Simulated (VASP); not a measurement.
Given:

```yaml
crystal:
  lattice:
    - [0.00000, 2.52319, 2.52319]
    - [2.52319, 0.00000, 2.52319]
    - [2.52319, 2.52319, 0.00000]
  atoms:
    - { symbol: Pb, position: [0.00000, 0.00000, 0.00000] }
```

These are PBE GGA, VASP's PBE PAW potentials (set 64) (plane waves; VASP) values and carry that method's errors. Numerical set-up: 300 eV cut-off, 11×11×11 Γ-centred mesh, Fermi-Dirac smearing of 0.050 eV, potentials Pb_d.

Unless said otherwise, spin-orbit coupling is left out, though it shifts the bands of the heavy elements here.

Predict the energy per atom (σ→0), band gap (on the k-mesh) with the smallest direct gap where there is one.

```yaml
band gap (on the k-mesh): none (metal, semimetal or under 0.01 eV)
energy per atom (σ→0): -3.565 eV/atom
```

Total energies compare only between runs with the same potentials, cut-off and functional.

The structure comes from a computed database's Pb entry; how it stands against other phases isn't given here. The cell was not relaxed at this level.
